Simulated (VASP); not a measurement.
An input for Ansatz (written as the equivalent of a VASP run, and not itself run):

Ansatz 0.2 input:
```yaml
crystal:
  lattice:
    - [0.0000000, 3.0214710, 3.0214710]
    - [3.0214710, 0.0000000, 3.0214710]
    - [3.0214710, 3.0214710, 0.0000000]
  atoms:
    - { symbol: Pb, position: [0.0000000, 0.0000000, 0.0000000] }
    - { symbol: Se, position: [0.5000000, 0.5000000, 0.5000000] }
kpoints:
  mp_grid: { grid: [7, 7, 7] }
hamiltonian:
  xc: lda
  pseudopotentials: { kind: paw }
scf:
  occupations: { method: gaussian, width: 0.05 }
  max_iter: 100
relax:
  max_steps: 60
  f_tol: 0.01
  cell: {}
output: { forces: true, stress: true, eigenvalues: true }
```

**Question.** Translate this input to VASP (INCAR, KPOINTS, POSCAR, choice of POTCAR).

**Answer.** Several could match; the one computed here: 
POSCAR:
```
PbSe
1.0
  0.0000000000   3.0214709617   3.0214709617
  3.0214709617   0.0000000000   3.0214709617
  3.0214709617   3.0214709617   0.0000000000
Pb Se
1 1
direct
  0.0000000000   0.0000000000   0.0000000000
  0.5000000000   0.5000000000   0.5000000000
```

**INCAR**
```
ALGO = Normal
EDIFF = 1E-6
EDIFFG = -0.01
ENCUT = 400
IBRION = 2
ISIF = 3
ISMEAR = 0
LASPH = T
LCHARG = F
LMAXMIX = 4
LREAL = F
LWAVE = F
NELM = 100
NSW = 60
PREC = Accurate
SIGMA = 0.05
SYSTEM = PbSe
```

### KPOINTS
```
K-points
0
G
  7 7 7
```

POTCAR, in this order: Pb_d Se (LDA.64 set). Program: vasp_std.

Limits of the translation: each code has its own PAW files, so the cut-off isn't converted (ENCUT is set for VASP's; basis.ecutwfc is left out, and Ansatz then takes the one that its files recommend); Ansatz stops its SCF on the density residual and VASP on the energy change (EDIFF); Ansatz's lda is the Perdew-Wang form, while the LDA potentials of VASP carry Perdew-Zunger's.

The compound is PbSe in the rock salt structure. It was relaxed first. The start is the result of an earlier pass.
